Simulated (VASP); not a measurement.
# B2Pd3 (Pm-3m) in VASP: further runs, part 2 of 2

VASP 6.6.1. Earlier steps stand in the parts before.

## (3) Band structure, PBE, spin-orbit coupling, no magnetisation

File POSCAR:

```
B2Pd3
1.0
    4.0820000000      0.0000000000      0.0000000000
    0.0000000000      4.0820000000      0.0000000000
    0.0000000000      0.0000000000      4.0820000000
B Pd
2 3
Direct
    0.0000000000      0.0000000000      0.0000000000
    0.5000000000      0.5000000000      0.5000000000
    0.0000000000      0.5000000000      0.5000000000
    0.5000000000      0.0000000000      0.5000000000
    0.5000000000      0.5000000000      0.0000000000
```

File INCAR.step1:

```
SYSTEM = B2Pd3
ALGO = Fast
EDIFF = 1E-6
ENCUT = 520
GGA = PE
GGA_COMPAT = .FALSE.
ISIF = 2
ISMEAR = -1
LASPH = .TRUE.
LCHARG = .TRUE.
LMAXMIX = 4
LNONCOLLINEAR = .TRUE.
LORBIT = 11
LREAL = .FALSE.
LSORBIT = .TRUE.
LWAVE = .FALSE.
MAGMOM = 0 0 0 0 0 0 0 0 0 0 0 0 0 0 0
NBANDS = 51
NELM = 80
PREC = Accurate
SIGMA = 0.05
```

File KPOINTS.step1:

```
k-points
0
G
  5 5 5
  0 0 0
```

File INCAR.step2:

```
SYSTEM = B2Pd3
ALGO = Fast
EDIFF = 1E-6
ENCUT = 520
GGA = PE
GGA_COMPAT = .FALSE.
ICHARG = 11
ISIF = 2
ISMEAR = 0
LASPH = .TRUE.
LCHARG = .FALSE.
LMAXMIX = 4
LNONCOLLINEAR = .TRUE.
LORBIT = 11
LREAL = .FALSE.
LSORBIT = .TRUE.
LWAVE = .FALSE.
MAGMOM = 0 0 0 0 0 0 0 0 0 0 0 0 0 0 0
NBANDS = 51
NELM = 80
PREC = Accurate
SIGMA = 0.05
```

File KPOINTS.step2:

```
path GXMGRX,MR
20
line-mode
reciprocal
 0.0000000000  0.0000000000  0.0000000000  G
 0.0000000000  0.5000000000  0.0000000000  X

 0.0000000000  0.5000000000  0.0000000000  X
 0.5000000000  0.5000000000  0.0000000000  M

 0.5000000000  0.5000000000  0.0000000000  M
 0.0000000000  0.0000000000  0.0000000000  G

 0.0000000000  0.0000000000  0.0000000000  G
 0.5000000000  0.5000000000  0.5000000000  R

 0.5000000000  0.5000000000  0.5000000000  R
 0.0000000000  0.5000000000  0.0000000000  X

 0.5000000000  0.5000000000  0.0000000000  M
 0.5000000000  0.5000000000  0.5000000000  R
```

Potentials or basis: VASP PAW PBE potentials, release 64 (B, Pd).

Started as:

```bash
$ cat potpaw_PBE.64/B/POTCAR potpaw_PBE.64/Pd/POTCAR > POTCAR
$ cp INCAR.step1 INCAR
$ cp KPOINTS.step1 KPOINTS
$ mpirun -np 1 vasp_ncl > vasp.out
$ cp INCAR.step2 INCAR
$ cp KPOINTS.step2 KPOINTS
$ mpirun -np 1 vasp_ncl > vasp.out
```

OUTCAR:

```text
SYSTEM = B2Pd3
   EDIFF = 1E-6
   ENCUT = 520
   GGA = PE
   ICHARG = 11
   ISIF = 2
   ISMEAR = 0
   LASPH = .TRUE.
   LNONCOLLINEAR = .TRUE.
   LORBIT = 11
   LREAL = .FALSE.
   LSORBIT = .TRUE.
   NELM = 80
   PREC = Accurate

 ion  position               nearest neighbor table
   1  0.000  0.000  0.000-
   2  0.500  0.500  0.500-   3 2.04   4 2.04   5 2.04   5 2.04   4 2.04   3 2.04
   3  0.000  0.500  0.500-   2 2.04   2 2.04   5 2.89   5 2.89   4 2.89   4 2.89   4 2.89   5 2.89
                             5 2.89   4 2.89
   4  0.500  0.000  0.500-   2 2.04   2 2.04   5 2.89   5 2.89   3 2.89   3 2.89   5 2.89   5 2.89
                             3 2.89   3 2.89
   5  0.500  0.500  0.000-   2 2.04   2 2.04   4 2.89   3 2.89   3 2.89   4 2.89   4 2.89   4 2.89
                             3 2.89   3 2.89

  LATTYP: Found a simple cubic cell.
 ALAT       =     4.0820000000

  Lattice vectors:

 A1 = (   4.0820000000,   0.0000000000,   0.0000000000)
 A2 = (   0.0000000000,   4.0820000000,   0.0000000000)
 A3 = (   0.0000000000,   0.0000000000,   4.0820000000)

Analysis of symmetry for initial positions (statically):
=====================================================================
 Subroutine PRICEL returns:
 Original cell was already a primitive cell.

 Routine SETGRP: Setting up the symmetry group for a
 simple cubic supercell.

 Subroutine GETGRP returns: Found 48 space group operations
 (whereof 48 operations were pure point group operations)
 out of a pool of 48 trial point group operations.

The static configuration has the point symmetry O_h .

Analysis of symmetry for dynamics (positions and initial velocities):
=====================================================================
 Subroutine PRICEL returns:
 Original cell was already a primitive cell.

 Routine SETGRP: Setting up the symmetry group for a
[... 1423 lines left out ...]
      2.04100      0.00000      2.04100         0.000000      0.000000      0.000000
      2.04100      2.04100      0.00000         0.000000      0.000000      0.000000
 -----------------------------------------------------------------------------------
    total drift:                                0.000000      0.000000      0.000000

  FREE ENERGIE OF THE ION-ELECTRON SYSTEM (eV)
  ---------------------------------------------------
  free  energy   TOTEN  =       -25.1348895294 eV

  energy  without entropy=      -25.1299916731  energy(sigma->0) =      -25.13244060

 Spin-Orbit-Coupling matrix elements

 Ion:    1  E_soc:     -0.0000396
 l=   1
     0.0000000    -0.0000066    -0.0000066
    -0.0000066     0.0000000    -0.0000066
    -0.0000066    -0.0000066     0.0000000
 l=   2
     0.0000000     0.0000000     0.0000000     0.0000000     0.0000000
     0.0000000     0.0000000     0.0000000     0.0000000     0.0000000
     0.0000000     0.0000000     0.0000000     0.0000000     0.0000000
     0.0000000     0.0000000     0.0000000     0.0000000     0.0000000
     0.0000000     0.0000000     0.0000000     0.0000000     0.0000000
 l=   3
     0.0000000     0.0000000     0.0000000     0.0000000     0.0000000     0.0000000     0.0000000
     0.0000000     0.0000000     0.0000000     0.0000000     0.0000000     0.0000000     0.0000000
     0.0000000     0.0000000     0.0000000     0.0000000     0.0000000     0.0000000     0.0000000
     0.0000000     0.0000000     0.0000000     0.0000000     0.0000000     0.0000000     0.0000000
[... 69 lines left out ...]
 l=   2
     0.0000000    -0.0022022     0.0000000    -0.0022022    -0.0073656
    -0.0022022     0.0000000    -0.0053688    -0.0025409    -0.0032693
     0.0000000    -0.0053688     0.0000000    -0.0053688     0.0000000
    -0.0022022    -0.0025409    -0.0053688     0.0000000    -0.0032693
    -0.0073656    -0.0032693     0.0000000    -0.0032693     0.0000000
 l=   3
     0.0000000     0.0000000     0.0000000     0.0000000     0.0000000     0.0000000     0.0000000
     0.0000000     0.0000000     0.0000000     0.0000000     0.0000000     0.0000000     0.0000000
     0.0000000     0.0000000     0.0000000     0.0000000     0.0000000     0.0000000     0.0000000
     0.0000000     0.0000000     0.0000000     0.0000000     0.0000000     0.0000000     0.0000000
     0.0000000     0.0000000     0.0000000     0.0000000     0.0000000     0.0000000     0.0000000
     0.0000000     0.0000000     0.0000000     0.0000000     0.0000000     0.0000000     0.0000000
     0.0000000     0.0000000     0.0000000     0.0000000     0.0000000     0.0000000     0.0000000

 total charge

# of ion       s       p       d       tot
------------------------------------------
    1        0.676   0.618   0.000   1.293
    2        0.790   1.156   0.000   1.946
    3        0.418   0.601   8.572   9.591
    4        0.418   0.601   8.572   9.591
    5        0.418   0.601   8.572   9.591
--------------------------------------------------
tot          2.720   3.577  25.715  32.011

 magnetization (x)

# of ion       s       p       d       tot
------------------------------------------
    1        0.000  -0.000   0.000  -0.000
    2        0.000   0.000   0.000   0.000
    3        0.000  -0.000   0.000   0.000
    4       -0.000  -0.000   0.000  -0.000
    5       -0.000  -0.000  -0.000  -0.000
--------------------------------------------------
tot         -0.000  -0.000  -0.000  -0.000

 magnetization (y)

# of ion       s       p       d       tot
------------------------------------------
    1        0.000   0.000   0.000   0.000
    2        0.000   0.000   0.000   0.000
    3        0.000   0.000   0.000   0.000
    4        0.000  -0.000   0.000   0.000
    5        0.000  -0.000   0.000   0.000
--------------------------------------------------
tot          0.000  -0.000   0.000   0.000

 magnetization (z)

# of ion       s       p       d       tot
------------------------------------------
    1        0.000   0.000   0.000   0.000
    2        0.000   0.000   0.000   0.000
    3       -0.000   0.000  -0.000  -0.000
    4        0.000   0.000  -0.000   0.000
    5        0.000   0.000   0.000   0.000
--------------------------------------------------
tot         -0.000   0.000  -0.000  -0.000
```

Wall time 13 min (1 thread of Intel Xeon Platinum 8259CL at 2.50GHz (Skylake/Cascade Lake), shared host); peak memory 0.64 GiB.

Caveat: the log is that of the step along the path at fixed density, whose energy, stress, charges and moments have no meaning.

## (4) Band structure, PBE

POSCAR is that of step 3.

File INCAR.step1:

```
SYSTEM = B2Pd3
PREC = Accurate
ENCUT = 520
EDIFF = 1E-6
ISMEAR = -1
SIGMA = 0.05
LREAL = .FALSE.
LASPH = .TRUE.
NELM = 80
ALGO = Fast
ISIF = 2
LWAVE = .FALSE.
LCHARG = .TRUE.
LMAXMIX = 4
GGA = PE
NBANDS = 26
ISYM = -1
```

File KPOINTS.step1:

```
regular mesh
0
G
  5 5 5
  0 0 0
```

File INCAR.step2:

```
SYSTEM = B2Pd3
PREC = Accurate
ENCUT = 520
EDIFF = 1E-6
ISMEAR = 0
SIGMA = 0.05
LREAL = .FALSE.
LASPH = .TRUE.
NELM = 80
ALGO = Fast
ISIF = 2
LWAVE = .FALSE.
LCHARG = .FALSE.
LMAXMIX = 4
GGA = PE
NBANDS = 26
ISYM = -1
ICHARG = 11
```

KPOINTS.step2: that of step 3 with these lines changed.

```diff
@@ -1,3 +1,3 @@
 path GXMGRX,MR
-20
+15
 line-mode
```

Potentials or basis: VASP PAW PBE potentials, release 64 (B, Pd).

Started as:

```bash
$ cat potpaw_PBE.64/B/POTCAR potpaw_PBE.64/Pd/POTCAR > POTCAR
$ cp INCAR.step1 INCAR
$ cp KPOINTS.step1 KPOINTS
$ mpirun -np 1 vasp_std > vasp.out
$ cp INCAR.step2 INCAR
$ cp KPOINTS.step2 KPOINTS
$ mpirun -np 1 vasp_std > vasp.out
```

OUTCAR:

```text
SYSTEM = B2Pd3
   PREC = Accurate
   ENCUT = 520
   EDIFF = 1E-6
   ISMEAR = 0
   LREAL = .FALSE.
   LASPH = .TRUE.
   NELM = 80
   ISIF = 2
   GGA = PE
   ISYM = -1
   ICHARG = 11

 ion  position               nearest neighbor table
   1  0.000  0.000  0.000-
   2  0.500  0.500  0.500-   3 2.04   4 2.04   5 2.04   5 2.04   4 2.04   3 2.04
   3  0.000  0.500  0.500-   2 2.04   2 2.04   5 2.89   5 2.89   4 2.89   4 2.89   4 2.89   5 2.89
                             5 2.89   4 2.89
   4  0.500  0.000  0.500-   2 2.04   2 2.04   5 2.89   5 2.89   3 2.89   3 2.89   5 2.89   5 2.89
                             3 2.89   3 2.89
   5  0.500  0.500  0.000-   2 2.04   2 2.04   4 2.89   3 2.89   3 2.89   4 2.89   4 2.89   4 2.89
                             3 2.89   3 2.89

IMPORTANT INFORMATION: All symmetrisations will be switched off!
NOSYMM: (Re-)initialisation of all symmetry stuff for point group C_1.

----------------------------------------------------------------------------------------

                                     Primitive cell

  volume of cell :      68.0172

  direct lattice vectors                    reciprocal lattice vectors
     4.082000000  0.000000000  0.000000000     0.244977952  0.000000000  0.000000000
     0.000000000  4.082000000  0.000000000     0.000000000  0.244977952  0.000000000
     0.000000000  0.000000000  4.082000000     0.000000000  0.000000000  0.244977952

  length of vectors
     4.082000000  4.082000000  4.082000000     0.244977952  0.244977952  0.244977952

  position of ions in fractional coordinates (direct lattice)
     0.000000000  0.000000000  0.000000000
     0.500000000  0.500000000  0.500000000
     0.000000000  0.500000000  0.500000000
     0.500000000  0.000000000  0.500000000
     0.500000000  0.500000000  0.000000000

  ion indices of the primitive-cell ions
   primitive index   ion index
                 1           1
                 2           2
                 3           3
                 4           4
                 5           5

----------------------------------------------------------------------------------------

 KPOINTS: path GXMGRX,MR

Interpolating k-points between supplied coordinates.

 Line segments in fractional coordinates (reciprocal lattice):
    0.000000  0.000000  0.000000  ...  0.000000  0.500000  0.000000
    0.000000  0.500000  0.000000  ...  0.500000  0.500000  0.000000
    0.500000  0.500000  0.000000  ...  0.000000  0.000000  0.000000
    0.000000  0.000000  0.000000  ...  0.500000  0.500000  0.500000
    0.500000  0.500000  0.500000  ...  0.000000  0.500000  0.000000
    0.500000  0.500000  0.000000  ...  0.500000  0.500000  0.500000

 Generated    15 points on each line segment, for a total of     90 k-points:

 Following reciprocal coordinates:
            Coordinates               Weight
  0.000000  0.000000  0.000000      0.011111
  0.000000  0.035714  0.000000      0.011111
  0.000000  0.071429  0.000000      0.011111
  0.000000  0.107143  0.000000      0.011111
  0.000000  0.142857  0.000000      0.011111
  0.000000  0.178571  0.000000      0.011111
[... 16 lines left out ...]
  0.250000  0.500000  0.000000      0.011111
  0.285714  0.500000  0.000000      0.011111
 [... further k-points ...]
   k-points           NKPTS =     90   k-points in BZ     NKDIM =     90   number of bands    NBANDS=     26
   number of dos      NEDOS =    301   number of ions     NIONS =      5
   total plane-waves  NPLWV =  27000
   dimension x,y,z NGX =    30 NGY =   30 NGZ =   30
   dimension x,y,z NGXF=    60 NGYF=   60 NGZF=   60
   ions per type =               2   3
   NGX,Y,Z   is equivalent  to a cutoff of  12.22, 12.22, 12.22 a.u.
   NGXF,Y,Z  is equivalent  to a cutoff of  24.44, 24.44, 24.44 a.u.
 SYSTEM =  B2Pd3
   PREC   = accura    normal or accurate (medium, high low for compatibility)
   ISTART =      0    job   : 0-new  1-cont  2-samecut
   ICHARG =     11    charge: 1-file 2-atom 10-const
   ISPIN  =      1    spin polarized calculation?
   LNONCOLLINEAR =      F non collinear calculations
   LSORBIT =      F    spin-orbit coupling
   LASPH  =      T    aspherical Exc in radial PAW
   ENCUT  =  520.0 eV  38.22 Ry    6.18 a.u.   7.59  7.59  7.59*2*pi/ulx,y,z
   NELM   =     80;   NELMIN=  2; NELMDL=  0     # of ELM steps
   EDIFF  = 0.1E-05   stopping-criterion for ELM
   LREAL  =      F    real-space projection
   EDIFFG = 0.1E-04   stopping-criterion for IOM
   NSW    =      0    number of steps for IOM
   IBRION =     -1    ionic relax: 0-MD 1-quasi-New 2-CG
   NFREE  =      0    steps in history (QN), initial steepest desc. (CG)
   ISIF   =      2    stress and relaxation
   ISYM   =     -1    0-nonsym 1-usesym 2-fastsym
   POTIM  = 0.5000    time-step for ionic-motion
   TEBEG  =    0.0;   TEEND  =   0.0 temperature during run
   PSTRESS=    0.0 pullay stress
   NELECT =      36.0000    total number of electrons
   NUPDOWN=      -1.0000    fix difference up-down
   EMIN   =  10.00;   EMAX   =-10.00  energy-range for DOS
   EFERMI =   0.00;   METHOD = LEGACY
   ISMEAR =     0;   SIGMA  =   0.05  broadening in eV -4-tet -1-fermi 0-gaus
   EFERMI_NEDOS =   21; number of points for ismear=-14 and -15
   IALGO  =     68    algorithm
   IMIX   =      4    mixing-type and parameters
     AMIX     =   0.40;   BMIX     =  1.00
     AMIX_MAG =   1.60;   BMIX_MAG =  1.00
  volume/ion in A,a.u.               =      13.60        91.80
  Fermi-wavevector in a.u.,A,eV,Ry     =   1.324248  2.502466 23.859623  1.753633
  Thomas-Fermi vector in A             =   2.453797
   LORBIT       =      0    0 simple, 1 ext, 2 COOP (PROOUT), +10 PAW based schemes
   GGA     = PE    functional components
   LHFCALC =     F    Hartree Fock is set to
   AEXX    =    0.0000 exact exchange contribution
   IVDW    =     0    specifies the selected vdW correction
   LEPSILON=     F    determine dielectric tensor
   LRPA    =     F    only Hartree local field effects (RPA)
 non-spin polarized calculation
 RMM-DIIS sequential band-by-band and
 Gauss-broadening in eV      SIGMA  =   0.05
  energy-cutoff  :      520.00
  volume of cell :       68.02
 maximum number of plane-waves:      1856

 number of electron      36.0000013 magnetization

 Free energy of the ion-electron system (eV)
  ---------------------------------------------------
  ext. energy  EPLUGINS =         0.00000000
  ---------------------------------------------------
  free energy    TOTEN  =       -25.00650838 eV

  energy without entropy =      -24.99770807  energy(sigma->0) =      -25.00210823

 E-fermi :   7.4917     XC(G=0): -12.0048

 val. band max:        7.4915473414   @ k =   0.5000   0.5000   0.0357
 cond. band min:       7.4955259244   @ k =   0.5000   0.5000   0.0000
 fundamental gap:      0.0039785830
 Fermi energy:         7.4917084961

 k-point     1 :       0.0000    0.0000    0.0000
  band No.  band energies     occupation
      1      -3.4239      2.00000
      2      -0.0925      2.00000
      3       2.6998      2.00000
      4       2.6998      2.00000
      5       2.6998      2.00000
      6       3.6758      2.00000
[... 18 lines left out ...]
     25      14.4465      0.00000
     26      18.0470      0.00000

 k-point     2 :       0.0000    0.0357    0.0000
  band No.  band energies     occupation
      1      -3.4138      2.00000
      2      -0.0843      2.00000
      3       2.7020      2.00000
      4       2.7029      2.00000
      5       2.7029      2.00000
      6       3.6724      2.00000
[... 18 lines left out ...]
     25      14.4784      0.00000
[... 608 lines left out ...]
     25      14.6454      0.00000
     26      16.7042      0.00000

 k-point    24 :       0.2857    0.5000    0.0000
  band No.  band energies     occupation
      1      -1.6654      2.00000
      2       0.7838      2.00000
      3       1.4964      2.00000
      4       1.9565      2.00000
      5       2.4985      2.00000
      6       3.2635      2.00000
[... 18 lines left out ...]
     25      14.4995      0.00000
     26      16.6257      0.00000

 [... further k-points ...]

------------------------ aborting loop because EDIFF is reached ----------------------------------------

  FORCE on cell =-STRESS in cart. coord.  units (eV):
  Direction    XX          YY          ZZ          XY          YZ          ZX
  --------------------------------------------------------------------------------------
  -------------------------------------------------------------------------------------
  Total        4.3729194      2.3015381     -4.5718348     -1.3421955     -0.5918357     -1.0948540
  in kB      103.0061255     54.2137886   -107.6916689    -31.6160321    -13.9409621    -25.7897887
  external PRESSURE =      16.5094150 kB  Pullay stress =       0.0000000 kB

 VOLUME and BASIS-vectors are now :
 -----------------------------------------------------------------------------
  energy-cutoff  :      520.00
  volume of cell :       68.02
      direct lattice vectors                 reciprocal lattice vectors
     4.082000000  0.000000000  0.000000000     0.244977952  0.000000000  0.000000000
     0.000000000  4.082000000  0.000000000     0.000000000  0.244977952  0.000000000
     0.000000000  0.000000000  4.082000000     0.000000000  0.000000000  0.244977952

 POSITION                                       TOTAL-FORCE (eV/Angst)
 -----------------------------------------------------------------------------------
      0.00000      0.00000      0.00000         0.000003      0.000008      0.000010
      2.04100      2.04100      2.04100         0.000004      0.000008      0.000007
      0.00000      2.04100      2.04100         0.000001     -0.000008     -0.000007
      2.04100      0.00000      2.04100        -0.000028     -0.000004     -0.000008
      2.04100      2.04100      0.00000         0.000020     -0.000005     -0.000002
 -----------------------------------------------------------------------------------
    total drift:                               -0.000019     -0.000043     -0.000047

  FREE ENERGIE OF THE ION-ELECTRON SYSTEM (eV)
  ---------------------------------------------------
  free  energy   TOTEN  =       -25.0065083784 eV

  energy  without entropy=      -24.9977080736  energy(sigma->0) =      -25.00210823
```

Run time: 6.6 min. Hardware: 1 thread of Intel Xeon Platinum 8259CL at 2.50GHz (Skylake/Cascade Lake), shared host; peak memory 0.3 GiB.

What came out:

| Quantity | Value |
| --- | --- |
| Band gap along the path | none (metal or under the smearing width) |

Levels at the corners of the path, in eV from the Fermi level:
```
point  band 16  band 17  band 18  band 19  band 20  band 21  band 22  band 23
    Γ    -1.17    -1.17    -1.17    -0.97     0.75     1.48     1.48     1.48
    X    -1.83    -1.17     0.81     1.43     1.43     2.11     2.11     3.44
    X    -1.83    -1.17     0.81     1.43     1.43     2.11     2.11     3.44
    M    -1.82    -1.58    -0.32    -0.32     3.07     3.12     4.45     4.45
    M    -1.82    -1.58    -0.32    -0.32     3.07     3.12     4.45     4.45
    Γ    -1.17    -1.17    -1.17    -0.97     0.75     1.48     1.48     1.48
    Γ    -1.17    -1.17    -1.17    -0.97     0.75     1.48     1.48     1.48
    R    -1.80    -1.21    -1.21    -1.21    -0.77     2.60     2.60     2.60
    R    -1.80    -1.21    -1.21    -1.21    -0.77     2.60     2.60     2.60
    X    -1.83    -1.17     0.81     1.43     1.43     2.11     2.11     3.44
    M    -1.82    -1.58    -0.32    -0.32     3.07     3.12     4.45     4.45
    R    -1.80    -1.21    -1.21    -1.21    -0.77     2.60     2.60     2.60
```

Caveat: the log is that of the step along the path at fixed density, whose energy, stress, charges and moments have no meaning.
